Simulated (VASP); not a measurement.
Method: PBE GGA, VASP's PBE PAW potentials (set 64) (plane waves; VASP).

The input files of a VASP run:

### POSCAR
```
CsPbCl3
1.0
  5.6423530000   0.0000000000   0.0000000000
  0.0000000000   5.6423530000   0.0000000000
  0.0000000000   0.0000000000   5.6423530000
Cs Pb Cl
1 1 3
Cartesian
  0.0000000000   0.0000000000   0.0000000000
  2.8211765000   2.8211765000   2.8211765000
  0.0000000000   2.8211765000   2.8211765000
  2.8211765000   0.0000000000   2.8211765000
  2.8211765000   2.8211765000   0.0000000000
```

**INCAR**
```
SYSTEM = CsPbCl3
PREC = Accurate; ENCUT = 150; LREAL = F
LASPH = T
EDIFF = 1E-04; NELM = 100; ALGO = Normal
LMAXMIX = 4
ISMEAR = -1; SIGMA = 0.5
GGA = PE
ISIF = 2
LWAVE = F; LCHARG = F
```

KPOINTS:
```
Automatic mesh
0
Gamma
4 4 4
0 0 0
```

POTCAR, in this order: Cs_sv Pb_d Cl (PBE.64 set). Program: vasp_std.

Problem. What will the output report for the number of irreducible k-points (NKPTS), largest plane-wave count, number of space-group operations, FFT grid (NGX, NGY, NGZ)?

Solution. 
```
Property                                      Result
--------------------------------------  ------------
number of irreducible k-points (NKPTS)            10
largest plane-wave count                         768
number of space-group operations                  48
FFT grid (NGX, NGY, NGZ)                24 × 24 × 24
```

The structure comes from a computed database's CsPbCl3 entry; how it stands against other phases isn't given here. The cell was not relaxed at this level. The run is one of a series of settings (EDIFF = 1E-04, ENCUT = 150, ISMEAR = -1, SIGMA = 0.5, KPOINTS 4×4×4 Γ-centred mesh against the base run), some of them coarse on purpose.
